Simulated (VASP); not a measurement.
Method: AM05 GGA, VASP's PBE PAW potentials (set 64) (plane waves; VASP 6.6.1).

The input files of a VASP run:

INCAR:
```
# general
SYSTEM =BaF2
PREC   =Accurate
ENCUT  =520
LREAL  =F
LASPH  =T   # aspherical one-centre terms

# electronic loop
EDIFF  =1E-6   # SCF stop (eV)
NELM   =100
ALGO   =Normal
LMAXMIX=4   # l cut-off of mixed one-centre charges

# smearing
ISMEAR =0   # Gaussian
SIGMA  =0.05

# functional
GGA    =AM   # AM05

# ions
IBRION =2
NSW    =60
ISIF   =3
EDIFFG =-0.02   # ionic stop

# output
LWAVE  =F
LCHARG =F
```

POSCAR:
```
BaF2
1
   -0.0000000000     3.1088823908     3.1088823908
    3.1088823908    -0.0000000000     3.1088823908
    3.1088823908     3.1088823908     0.0000000000
Ba F
1 2
Direct
  1.0000000000   0.0000000000   1.0000000000
  0.2500000000   0.2500000000   0.2500000000
  0.7500000000   0.7500000000   0.7500000000
```

### KPOINTS
```
Automatic mesh
0
Gamma
6 6 6
0 0 0
```

POTCAR, in this order: Ba_sv F (PBE.64 set). Program: vasp_std.

Task: What will the output report for the number of irreducible k-points (NKPTS), largest plane-wave count, number of space-group operations, FFT grid (NGX, NGY, NGZ)?

Result: 
| Quantity | Result |
|---|---|
| number of irreducible k-points (NKPTS) | 16 |
| largest plane-wave count | 1639 |
| number of space-group operations | 48 |
| FFT grid (NGX, NGY, NGZ) | 36 × 36 × 36 |

The compound is BaF2 in the fluorite structure. It was relaxed first. The start is the result of an earlier pass.
